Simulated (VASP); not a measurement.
Output of a VASP run:

**OSZICAR**
```
       N       E                     dE             d eps       ncg     rms          rms(c)
DAV:   1     0.169322229996E+02    0.16932E+02   -0.71783E+03   918   0.982E+02
DAV:   2    -0.761325280561E+02   -0.93065E+02   -0.88491E+02  1020   0.246E+02
DAV:   3    -0.797501572811E+02   -0.36176E+01   -0.36059E+01  1110   0.508E+01
DAV:   4    -0.797777436042E+02   -0.27586E-01   -0.27584E-01  1236   0.426E+00
DAV:   5    -0.797778217860E+02   -0.78182E-04   -0.78181E-04  1110   0.198E-01    0.706E+00
DAV:   6    -0.746997626502E+02    0.50781E+01   -0.32497E+00   915   0.262E+01    0.869E+00
DAV:   7    -0.746236892092E+02    0.76073E-01   -0.19424E-01   915   0.536E+00    0.546E+00
DAV:   8    -0.745916329798E+02    0.32056E-01   -0.10011E-01   955   0.298E+00    0.176E+00
DAV:   9    -0.745226713953E+02    0.68962E-01   -0.20106E-01   910   0.370E+00    0.260E-01
DAV:  10    -0.746259502864E+02   -0.10328E+00   -0.49094E-02   910   0.187E+00    0.308E-01
DAV:  11    -0.746193158638E+02    0.66344E-02   -0.10392E-02   920   0.966E-01    0.108E-01
DAV:  12    -0.746262761632E+02   -0.69603E-02   -0.43972E-03   930   0.528E-01    0.785E-02
DAV:  13    -0.746254930054E+02    0.78316E-03   -0.34073E-03   945   0.589E-01    0.472E-02
DAV:  14    -0.746261337118E+02   -0.64071E-03   -0.12714E-04   980   0.115E-01    0.381E-02
DAV:  15    -0.746261113094E+02    0.22402E-04   -0.84868E-07   880   0.908E-03    0.395E-02
DAV:  16    -0.746265786345E+02   -0.46733E-03   -0.45116E-05   915   0.585E-02    0.496E-02
DAV:  17    -0.746267628317E+02   -0.18420E-03   -0.31200E-05   940   0.564E-02    0.779E-02
DAV:  18    -0.746272756110E+02   -0.51278E-03   -0.38573E-04   910   0.181E-01    0.570E-02
DAV:  19    -0.746272760675E+02   -0.45642E-06   -0.77817E-06  1090   0.193E-02
   1 F= -.74627276E+02 E0= -.74627365E+02  d E =-.746273E+02
```

### OUTCAR
```
------------------------ aborting loop because EDIFF is reached ----------------------------------------
  FORCE on cell =-STRESS in cart. coord.  units (eV):
  Direction    XX          YY          ZZ          XY          YZ          ZX
  --------------------------------------------------------------------------------------
  Total        0.0041332      0.0041332      0.0041332      0.0000000      0.0000000     -0.0000000
  in kB        0.0947777      0.0947777      0.0947777      0.0000000      0.0000000     -0.0000000
  external PRESSURE =       0.0947777 kB  Pullay stress =       0.0000000 kB
  volume of cell :       69.87
      direct lattice vectors                 reciprocal lattice vectors
     0.000000000  3.269045939  3.269045939    -0.152949824  0.152949824  0.152949824
     3.269045939  0.000000000  3.269045939     0.152949824 -0.152949824  0.152949824
     3.269045939  3.269045939  0.000000000     0.152949824  0.152949824 -0.152949824
 POSITION                                       TOTAL-FORCE (eV/Angst)
 -----------------------------------------------------------------------------------
      1.63452      1.63452      1.63452         0.000000     -0.000000      0.000000
      0.00000      0.00000      0.00000        -0.000000      0.000000     -0.000000
 -----------------------------------------------------------------------------------
    total drift:                                0.000001      0.000001      0.000001
  FREE ENERGIE OF THE ION-ELECTRON SYSTEM (eV)
  ---------------------------------------------------
  free  energy   TOTEN  =       -74.6272760675 eV

  energy  without entropy=      -74.6275420583  energy(sigma->0) =      -74.62736473

 reached required accuracy - stopping structural energy minimisation
```
(Selected blocks of OUTCAR.)

**POSCAR**
```
HgTe
1
    0.0000000000     3.2690459393     3.2690459393
    3.2690459393     0.0000000000     3.2690459393
    3.2690459393     3.2690459393     0.0000000000
Te Hg
1 1
Direct
  0.2500000000   0.2500000000   0.2500000000
  0.0000000000   0.0000000000   0.0000000000
```

Task: Reconstruct the remaining input files.

Result: One answer among several that fit: the input of the run itself, r2SCAN+rVV10, plane waves, VASP's PBE PAW potentials (set 64).

KPOINTS:
```
Automatic mesh
0
Gamma
9 9 9
0 0 0
```

INCAR:
```
! general
SYSTEM   = HgTe
PREC     = Accurate
ENCUT    = 400
LREAL    = .FALSE.
LASPH    = .TRUE.

! electronic loop
EDIFF    = 1E-6
NELM     = 100
ALGO     = Normal
LMAXMIX  = 6
LMIXTAU  = .TRUE.

! smearing
ISMEAR   = 1
SIGMA    = 0.1

! functional
METAGGA  = R2SCAN
LUSE_VDW = .TRUE.
BPARAM   = 11.95
CPARAM   = 0.0093

! ions
IBRION   = 2
NSW      = 60
ISIF     = 3
EDIFFG   = -0.01

! output
LWAVE    = .FALSE.
LCHARG   = .FALSE.
```

POTCAR, in this order: Te Hg (PBE.64 set). Program: vasp_std.

The structure comes from a measured HgTe entry (F-43m) of the Crystallography Open Database, whose conditions weren't checked. It was relaxed first. The start is the result of an earlier pass.
